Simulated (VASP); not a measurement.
# CrB2 with PBEsol + U: from relaxation to properties, part 10 of 10

Wanted: the relaxed cell of CrB2 and its properties. The start is a cell from a database of measured crystal structures.

VASP 6.6.1, plane waves and PAW; the level of theory is named at each step.

Still holding for the runs below: The magnetic order is the lowest of the few collinear ones that converged above; longer or canted patterns were not tried. The cell is doubled for it, so bands and modes from the zone boundary of the chemical cell fold onto Γ and the labels are those of the larger cell. A U on the itinerant d states of such a compound is hard to justify; it moves the bands at the Fermi level and favours large moments.

So far. Step 10 (Bands along the symmetry lines (PBEsol + U)): Of the bands kept, 2 cross the Fermi level on this path. Step 11 (Density of states (PBEsol + U)): The finer mesh and the other smearing move the Fermi level by +0.00 eV from the 9×9×4 run, a small shift, which tests the Fermi level alone. Of the states within 0.3 eV of the Fermi level, the largest shares in the PAW spheres are Cr d 66 % and B p 18 %. The relaxed cell has a = 3.019, c = 3.064 Å (conventional setting).

## Step 12: Optical spectrum (PBEsol + U)

Level of this step: PBEsol, DFT+U (Cr d 3 eV), spin-polarised from an antiferromagnetic start; plane waves and PAW (Cr_pv, B) (VASP).

LOPTICS sums transitions from filled to empty bands. NBANDS is raised for it.

The input, INCAR:

```
SYSTEM = CrB2
PREC = Accurate
ENCUT = 420
EDIFF = 1E-06
NELM = 100
ISMEAR = 0
SIGMA = 0.05
LREAL = .FALSE.
ALGO = Normal
GGA = PS
NBANDS = 66
ISPIN = 2
MAGMOM = 2.727 -2.727 0 0 0 0
LDAU = .TRUE.
LDAUTYPE = 2
LDAUL = 2 -1
LDAUU = 3 0
LDAUJ = 0 0
LDAUPRINT = 1
LASPH = .TRUE.
LMAXMIX = 4
LORBIT = 11
LWAVE = .FALSE.
LCHARG = .FALSE.
KPAR = 8
LOPTICS = .TRUE.
NEDOS = 1500
CSHIFT = 0.1
```

The input, POSCAR:

```
CrB2
1.0
    3.0188400916      0.0000000000      0.0000000000
   -1.5094200458      2.6143922093      0.0000000000
    0.0000000000      0.0000000000      6.1287620530
Cr B
2 4
Direct
    0.0000000000      0.0000000000      0.0000000000
    0.0000000000      0.0000000000      0.5000000000
    0.3333333333      0.6666666667      0.2500000000
    0.3333333333      0.6666666667      0.7500000000
    0.6666666667      0.3333333333      0.2500000000
    0.6666666667      0.3333333333      0.7500000000
```

The input, KPOINTS:

```
Automatic mesh
0
Gamma
13 13 6
0 0 0
```

PAW data sets: Cr_pv and B (PBE family, release 64).

On the command line:

```console
$ mpirun -np 8 vasp_std
```

Log:

```text
[... set-up lines as in an earlier step ...]
 entering main loop
       N       E                     dE             d eps       ncg     rms          rms(c)
DAV:   1     0.323643867511E+03    0.32364E+03   -0.11725E+04 22320   0.509E+02
DAV:   2    -0.325211553436E+02   -0.35617E+03   -0.32683E+03 22644   0.198E+02
DAV:   3    -0.551007795595E+02   -0.22580E+02   -0.21778E+02 25046   0.543E+01
DAV:   4    -0.552846382072E+02   -0.18386E+00   -0.18359E+00 25076   0.494E+00
DAV:   5    -0.552850627910E+02   -0.42458E-03   -0.42457E-03 25010   0.234E-01    0.328E+01
DAV:   6    -0.512445774841E+02    0.40405E+01   -0.55212E+01 24378   0.382E+01    0.285E+01
DAV:   7    -0.448309840142E+02    0.64136E+01   -0.24447E+01 23942   0.260E+01    0.915E+00
DAV:   8    -0.449699872552E+02   -0.13900E+00   -0.59088E-01 24760   0.321E+00    0.470E+00
DAV:   9    -0.450752270691E+02   -0.10524E+00   -0.47184E-01 25152   0.235E+00    0.231E+00
DAV:  10    -0.451177290082E+02   -0.42502E-01   -0.96543E-02 25118   0.153E+00    0.126E+00
DAV:  11    -0.451268186665E+02   -0.90897E-02   -0.73056E-03 25276   0.443E-01    0.361E-01
DAV:  12    -0.451279445451E+02   -0.11259E-02   -0.20713E-03 24234   0.142E-01    0.165E-01
DAV:  13    -0.451281271638E+02   -0.18262E-03   -0.32501E-04 24890   0.569E-02    0.559E-02
DAV:  14    -0.451281664963E+02   -0.39332E-04   -0.64180E-05 24686   0.309E-02    0.367E-02
DAV:  15    -0.451281779782E+02   -0.11482E-04   -0.11146E-05 24856   0.114E-02    0.158E-02
DAV:  16    -0.451281800109E+02   -0.20327E-05   -0.11339E-06 20958   0.432E-03    0.923E-03
DAV:  17    -0.451281803208E+02   -0.30996E-06   -0.85913E-07 17628   0.373E-03
   1 F= -.45128180E+02 E0= -.45127151E+02  d E =-.205770E-02  mag=     0.0000
 optical routines
 imaginary and real dielectric function
 recalculating local potential from charge density
 direction            1
 direction            2
 direction            3
```

Wall time 27 s (8 MPI ranks of Intel Xeon 6975P-C (Granite Rapids), shared host); peak memory 4.6 GiB.

From OUTCAR (step 12):

```text
   k-points           NKPTS =     84   k-points in BZ     NKDIM =     84   number of bands    NBANDS=     66

   NELECT =      36.0000    total number of electrons

atom =   1  type =  1  l = 2

 onsite density matrix

spin component  1

  0.7960 -0.0000 -0.0000  0.0000 -0.0000
 -0.0000  0.5253 -0.0000 -0.0000 -0.0000
 -0.0000 -0.0000  0.8787  0.0000  0.0000
  0.0000 -0.0000  0.0000  0.5253  0.0000
 -0.0000 -0.0000  0.0000  0.0000  0.7960

spin component  2

  0.1558 -0.0000 -0.0000 -0.0000  0.0000
 -0.0000  0.2119  0.0000  0.0000  0.0000
 -0.0000  0.0000  0.0790  0.0000  0.0000
 -0.0000  0.0000  0.0000  0.2119 -0.0000
  0.0000  0.0000  0.0000 -0.0000  0.1558

 occupancies and eigenvectors

  o =  0.0790  v =  0.0000  0.0000  0.0000  0.0000  0.0000  0.0000 -0.0000  1.0000 -0.0000 -0.0000      0.0000  0.0000  0.0000  0.0000  0.0000  0.0000  0.0000  0.0000  0.0000  0.0000
  o =  0.1558  v =  0.0000  0.0000  0.0000  0.0000  0.0000  1.0000  0.0000 -0.0000  0.0000 -0.0086      0.0000  0.0000  0.0000  0.0000  0.0000  0.0000  0.0000  0.0000  0.0000  0.0000
  o =  0.1558  v =  0.0000  0.0000  0.0000  0.0000  0.0000  0.0086 -0.0000  0.0000  0.0000  1.0000      0.0000  0.0000  0.0000  0.0000  0.0000  0.0000  0.0000  0.0000  0.0000  0.0000
  o =  0.2119  v =  0.0000  0.0000  0.0000  0.0000  0.0000  0.0000  0.0000  0.0000 -1.0000  0.0000      0.0000  0.0000  0.0000  0.0000  0.0000  0.0000  0.0000  0.0000  0.0000  0.0000
  o =  0.2119  v =  0.0000  0.0000  0.0000  0.0000  0.0000 -0.0000  1.0000 -0.0000  0.0000  0.0000      0.0000  0.0000  0.0000  0.0000  0.0000  0.0000  0.0000  0.0000  0.0000  0.0000
  o =  0.5253  v =  0.0000 -0.0000  0.0000 -1.0000 -0.0000  0.0000  0.0000  0.0000  0.0000  0.0000      0.0000  0.0000  0.0000  0.0000  0.0000  0.0000  0.0000  0.0000  0.0000  0.0000
  o =  0.5253  v =  0.0000 -1.0000 -0.0000  0.0000 -0.0000  0.0000  0.0000  0.0000  0.0000  0.0000      0.0000  0.0000  0.0000  0.0000  0.0000  0.0000  0.0000  0.0000  0.0000  0.0000
  o =  0.7960  v =  0.0000  0.0000  0.0000  0.0000 -1.0000  0.0000  0.0000  0.0000  0.0000  0.0000      0.0000  0.0000  0.0000  0.0000  0.0000  0.0000  0.0000  0.0000  0.0000  0.0000
  o =  0.7960  v =  1.0000  0.0000  0.0000  0.0000  0.0000  0.0000  0.0000  0.0000  0.0000  0.0000      0.0000  0.0000  0.0000  0.0000  0.0000  0.0000  0.0000  0.0000  0.0000  0.0000
  o =  0.8787  v =  0.0000 -0.0000  1.0000  0.0000  0.0000  0.0000  0.0000  0.0000  0.0000  0.0000      0.0000  0.0000  0.0000  0.0000  0.0000  0.0000  0.0000  0.0000  0.0000  0.0000

atom =   2  type =  1  l = 2

 onsite density matrix

spin component  1

  0.1558  0.0000  0.0000  0.0000  0.0000
  0.0000  0.2119 -0.0000 -0.0000  0.0000
  0.0000 -0.0000  0.0790 -0.0000  0.0000
  0.0000 -0.0000 -0.0000  0.2119 -0.0000
  0.0000  0.0000  0.0000 -0.0000  0.1558

spin component  2

  0.7960 -0.0000 -0.0000 -0.0000 -0.0000
 -0.0000  0.5253 -0.0000 -0.0000 -0.0000
 -0.0000 -0.0000  0.8787  0.0000  0.0000
 -0.0000 -0.0000  0.0000  0.5253  0.0000
 -0.0000 -0.0000  0.0000  0.0000  0.7960

 occupancies and eigenvectors

  o =  0.0790  v =  0.0000 -0.0000 -1.0000 -0.0000  0.0000  0.0000  0.0000  0.0000  0.0000  0.0000      0.0000  0.0000  0.0000  0.0000  0.0000  0.0000  0.0000  0.0000  0.0000  0.0000
  o =  0.1558  v =  0.9999 -0.0000 -0.0000 -0.0000 -0.0156  0.0000  0.0000  0.0000  0.0000  0.0000      0.0000  0.0000  0.0000  0.0000  0.0000  0.0000  0.0000  0.0000  0.0000  0.0000
  o =  0.1558  v = -0.0156  0.0000 -0.0000  0.0000 -0.9999  0.0000  0.0000  0.0000  0.0000  0.0000      0.0000  0.0000  0.0000  0.0000  0.0000  0.0000  0.0000  0.0000  0.0000  0.0000
  o =  0.2119  v =  0.0000 -0.0000 -0.0000  1.0000  0.0000  0.0000  0.0000  0.0000  0.0000  0.0000      0.0000  0.0000  0.0000  0.0000  0.0000  0.0000  0.0000  0.0000  0.0000  0.0000
  o =  0.2119  v = -0.0000 -1.0000  0.0000 -0.0000 -0.0000  0.0000  0.0000  0.0000  0.0000  0.0000      0.0000  0.0000  0.0000  0.0000  0.0000  0.0000  0.0000  0.0000  0.0000  0.0000
  o =  0.5253  v =  0.0000  0.0000  0.0000  0.0000  0.0000  0.0000  0.0000 -0.0000  1.0000  0.0000      0.0000  0.0000  0.0000  0.0000  0.0000  0.0000  0.0000  0.0000  0.0000  0.0000
  o =  0.5253  v =  0.0000  0.0000  0.0000  0.0000  0.0000  0.0000  1.0000  0.0000 -0.0000  0.0000      0.0000  0.0000  0.0000  0.0000  0.0000  0.0000  0.0000  0.0000  0.0000  0.0000
  o =  0.7960  v =  0.0000  0.0000  0.0000  0.0000  0.0000  0.0000  0.0000  0.0000  0.0000 -1.0000      0.0000  0.0000  0.0000  0.0000  0.0000  0.0000  0.0000  0.0000  0.0000  0.0000
  o =  0.7960  v =  0.0000  0.0000  0.0000  0.0000  0.0000  1.0000  0.0000  0.0000  0.0000  0.0000      0.0000  0.0000  0.0000  0.0000  0.0000  0.0000  0.0000  0.0000  0.0000  0.0000
  o =  0.8787  v =  0.0000  0.0000  0.0000  0.0000  0.0000  0.0000 -0.0000  1.0000  0.0000  0.0000      0.0000  0.0000  0.0000  0.0000  0.0000  0.0000  0.0000  0.0000  0.0000  0.0000

 E-fermi :   9.5625

 spin component 1
 k-point     1 :       0.0000    0.0000    0.0000
  band No.  band energies     occupation
    ...
     15       7.8842      1.00000
     16       9.0881      1.00000
     17       9.0881      1.00000
     18       9.0938      1.00000
     19       9.0938      1.00000
     20      11.0408      0.00000
     21      11.0408      0.00000
     22      11.2861      0.00000
     23      13.3206      0.00000
     24      13.3206      0.00000
    ...

 k-point     2 :       0.0769    0.0000    0.0000
  band No.  band energies     occupation
    ...
     15       7.6216      1.00000
     16       8.7847      1.00000
     17       9.0343      1.00000
     18       9.3778      1.00000
     19       9.4172      0.99998
     20      11.2399      0.00000
     21      11.2949      0.00000
     22      11.3428      0.00000
     23      12.7878      0.00000
     24      12.9390      0.00000
    ...

  Total        0.0635664      0.0635664      0.0225141      0.0000000     -0.0000000     -0.0000000
  in kB        2.1054960      2.1054960      0.7457292      0.0000000     -0.0000000     -0.0000000
  external PRESSURE =       1.6522404 kB  Pullay stress =       0.0000000 kB

 POSITION                                       TOTAL-FORCE (eV/Angst)
 -----------------------------------------------------------------------------------
      0.00000      0.00000      0.00000        -0.000000      0.000000     -0.000000
      0.00000      0.00000      3.06438        -0.000000      0.000000      0.000000
     -0.00000      1.74293      1.53219        -0.000000      0.000000      0.000000
     -0.00000      1.74293      4.59657        -0.000000      0.000000     -0.000000
      1.50942      0.87146      1.53219         0.000000     -0.000000     -0.000000
      1.50942      0.87146      4.59657         0.000000     -0.000000     -0.000000
 -----------------------------------------------------------------------------------
    total drift:                               -0.000000      0.000000      0.000000

  FREE ENERGIE OF THE ION-ELECTRON SYSTEM (eV)
  ---------------------------------------------------
  free  energy   TOTEN  =       -45.1281803208 eV

  energy  without entropy=      -45.1261226219  energy(sigma->0) =      -45.12715147

 plasma frequency squared (from intraband transitions) (eV^2)
  --------------------------------------------------------------------------------------
      16.516       0.000       0.000
       0.000      16.516       0.000
      -0.000      -0.000       3.340

 magnetization (x)
# of ion       s       p       d       tot
------------------------------------------
    1        0.017   0.022   2.700   2.740
    2       -0.017  -0.022  -2.700  -2.740
    3        0.000   0.000   0.000   0.000
    4        0.000   0.000   0.000   0.000
    5        0.000   0.000   0.000   0.000
    6        0.000   0.000   0.000   0.000
--------------------------------------------------
tot         -0.000   0.000   0.000   0.000

[... 7 parts as in an earlier step ...]

[... 9 further parts left out ...]
```

These are independent-particle spectra without excitons or local fields, and fine structure depends on the mesh and on CSHIFT. The intraband (Drude) part is not in this spectrum.

This step gave:

```
SCF cycles              : 17
bands                   : 66
free energy (TOTEN)     : -45.13 eV
energy at zero smearing : -45.13 eV
Fermi energy            : 9.562 eV
pressure                : 0.1652 GPa
```

The imaginary dielectric function has structure finer than the step of the table below, so its rows give means over 0.5 eV, whole bins alone (the curve runs from 0 to 25.0 eV). Peaks (eV: height): xx 0.07: 105; zz 0.37: 43.8, 0.88: 43.8.

Table of imaginary dielectric function by photon energy; means over each step:

```csv
photon energy (eV),xx,zz
0.5,36.5,27.1
1.0,27.8,38.0
1.5,17.1,25.9
2.0,12.9,16.4
2.5,13.9,14.4
3.0,12.8,12.6
3.5,10.4,11.3
4.0,9.05,12.2
4.5,7.00,9.44
5.0,5.61,9.00
5.5,5.41,9.90
6.0,5.98,9.11
6.5,6.28,7.54
7.0,7.94,7.09
7.5,8.49,7.58
8.0,9.42,7.96
8.5,7.82,5.87
9.0,6.07,4.82
9.5,4.97,3.28
10.0,6.12,2.60
10.5,6.54,2.65
11.0,6.80,3.82
11.5,6.83,5.51
12.0,5.02,4.51
12.5,3.53,4.37
13.0,3.70,2.72
13.5,2.80,2.20
14.0,2.20,2.07
14.5,2.01,2.12
15.0,1.61,1.80
15.5,1.49,1.41
16.0,1.45,1.31
16.5,1.20,1.12
17.0,0.876,1.04
17.5,0.833,0.937
18.0,0.801,0.906
18.5,0.824,1.03
19.0,0.898,1.02
19.5,0.564,1.03
20.0,0.479,0.882
20.5,0.527,0.849
21.0,0.570,0.762
21.5,0.465,0.535
22.0,0.425,0.443
22.5,0.384,0.351
23.0,0.365,0.387
23.5,0.340,0.436
24.0,0.333,0.406
24.5,0.310,0.300
```

Real dielectric function against photon energy:

```csv
photon energy (eV),xx,zz
0,204,62.3
1,7.44,20.7
2,7.77,6.87
3,3.52,4.85
4,1.74,1.26
5,1.89,1.87
6,4.04,-0.837
7,4.16,0.434
8,0.300,-1.92
9,-1.26,-2.30
10,0.739,-0.864
11,-0.480,1.26
12,-3.34,-0.470
13,-2.39,-2.43
14,-2.19,-1.75
15,-1.75,-1.39
16,-1.46,-0.968
17,-1.18,-0.727
18,-0.781,-0.379
19,-0.727,-0.408
20,-0.345,-0.376
21,-0.242,-0.344
22,-0.127,-0.221
23,0.00527,0.0684
24,0.0956,0.0378
```

## Step 13: Results

* relaxed volume: 8.062 Å³/atom
* relaxed conventional cell a, b, c: 3.019, 3.019, 3.064 Å; angles 90.0, 90.0, 120.0°
* space group after relaxing, within 0.02 Å: P6/mmm (No. 191)
* moment of the cell (13×13×6 mesh): 0 μB
* largest site moment (13×13×6 mesh): 2.74 μB on Cr1
* band gap: none, a metal
* DOS at the Fermi level, cell of 6 atoms: 1.88 states/eV/cell

What this shows: With PBEsol + U, CrB2 relaxes to 8.062 Å³/atom in space group P6/mmm, comes out as a metal and keeps moments of up to 2.74 μB (13×13×6 mesh). Against the listed cell the volume lies +3.1 % (a +1.6 %, c -0.2 %). Of 4 collinear starts at PBEsol + U, the lowest ends antiferromagnetic, q = (0, 0, 1/2), by a margin too small to settle the order; experiment finds antiferromagnetic order below 88.5 K (arxiv:1412.1629), whose pattern may be longer, canted or incommensurate, which these cells can't show. Bands along the symmetry lines (PBEsol + U): Of the bands kept, 2 cross the Fermi level on this path. Only a few collinear orders were tried, on the cell as listed. In such a metal, moments, volume and the states at the Fermi level hinge on the chosen U. No search among competing phases was made, and a listed structure need not be the one stable at ambient conditions. All values are for a static lattice at zero temperature.

[Lines on the potential files, build, host, timing and source positions are cut from VASP's logs without a mark.]

[Logs are printed without paths, hosts, clocks, repeated set-up lines and the standing remarks that a program may print on its own settings, such as how far it seeks lower states.]

[Hosts, paths, dates, database ids (printed as entryN), source tags and the programs' standing remarks are cut or masked in the printed files.]

[A measured line is paired with the nearest computed mode of its activity, which favours agreement.]
